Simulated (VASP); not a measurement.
Runs of VASP 6.6.1 on NaCu. It takes space group P4/mmm (No. 123, tetragonal). Conventional cell: a = 2.942 Å, b = 2.942 Å, c = 4.041 Å, α = 90.00°, β = 90.00°, γ = 90.00°. Around Na (site symmetry 4/mmm) lie 8 Cu at 2.90 Å and 4 Na at 2.94 Å. Cu (site symmetry 4/mmm) has 8 Na at 2.90 Å and 4 Cu at 2.94 Å as nearest neighbours. The cell was built by a generator and needn't be a form met in nature.

| level | potentials or basis | pressure (GPa) |
| --- | --- | --- |
| PW91 | VASP PAW PBE potentials, release 64 (Na_pv, Cu) | 3.1 |
| revPBE | VASP PAW PBE potentials, release 64 (Na_pv, Cu) | (c) |
| AM05 | VASP PAW PBE potentials, release 64 (Na_pv, Cu) | 1.5 |
| RPBE | VASP PAW PBE potentials, release 64 (Na_pv, Cu) | (a) |
| PBE | VASP PAW PBE potentials, release 64 (Na_pv, Cu) | 3.1 |
| LDA | VASP PAW LDA potentials, release 64 (Na_pv, Cu) | -1.7 |
| r2SCAN | VASP PAW PBE potentials, release 64 (Na_pv, Cu) | 1.3 |
| PBEsol | VASP PAW PBE potentials, release 64 (Na_pv, Cu) | 0.9 |
| TPSS | VASP PAW PBE potentials, release 64 (Na_pv, Cu) | 2.0 |
| BLYP | VASP PAW PBE potentials, release 64 (Na_pv, Cu) | (b) |
| SCAN | VASP PAW PBE potentials, release 64 (Na_pv, Cu) | 0.5 |

Alike in all rows: task band structure; no spin polarisation; cell as given; k mesh 9 × 9 × 7; cutoff (eV) 520; smearing fermi-dirac 0.05 eV.

**Question.** Estimate the missing entries.

**Answer.** (a) 5.5; (b) 4.8; (c) 5.0.

Caveats: the PAW data sets were made with another functional, which shifts forces and pressure a little (some runs).
